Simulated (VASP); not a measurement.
Input:

```
CELL_PARAMETERS angstrom
      5.44852     0.00000     0.00000
      0.00000     5.44852     0.00000
      0.00000     0.00000     5.44852
ATOMIC_POSITIONS crystal
  Cd 0.00000 0.00000 0.00000
  Se 0.27276 0.27276 0.27276
  Se 0.72724 0.72724 0.27276
  Se 0.72724 0.27276 0.72724
  Se 0.27276 0.72724 0.72724
  Be 0.50000 0.50000 0.00000
  Be 0.50000 0.00000 0.50000
  Be 0.00000 0.50000 0.50000
```

Method: HSE06 screened hybrid, VASP's PBE PAW potentials (set 64) (plane waves; VASP). Run with 400 eV cut-off, 4×4×4 Γ-centred mesh, Gaussian smearing of 0.050 eV, potentials Cd Se Be.

Task: Give the force on each atom (eV/Å).

Result: 
```json
[
 {"atom": "Cd1", "Fx": "0.000", "Fy": "0.000", "Fz": "0.000"},
 {"atom": "Se2", "Fx": "-0.050", "Fy": "-0.050", "Fz": "-0.050"},
 {"atom": "Se3", "Fx": "0.050", "Fy": "0.050", "Fz": "-0.050"},
 {"atom": "Se4", "Fx": "0.050", "Fy": "-0.050", "Fz": "0.050"},
 {"atom": "Se5", "Fx": "-0.050", "Fy": "0.050", "Fz": "0.050"},
 {"atom": "Be6", "Fx": "0.000", "Fy": "0.000", "Fz": "0.000"},
 {"atom": "Be7", "Fx": "0.000", "Fy": "0.000", "Fz": "0.000"},
 {"atom": "Be8", "Fx": "0.000", "Fy": "0.000", "Fz": "0.000"}
]
```

Task: Give the stress tensor in GPa (positive for a compressed cell).

Result: 
```
-1.65   0.00   0.00
 0.00  -1.65   0.00
 0.00   0.00  -1.65
```
The pressure is its mean diagonal, -1.65 GPa.

The structure was generated: Be3CdSe4 was put into an ordered model structure (P-43m), which need not be its known phase. It was relaxed first. The cell's shape comes from a PBE relaxation.
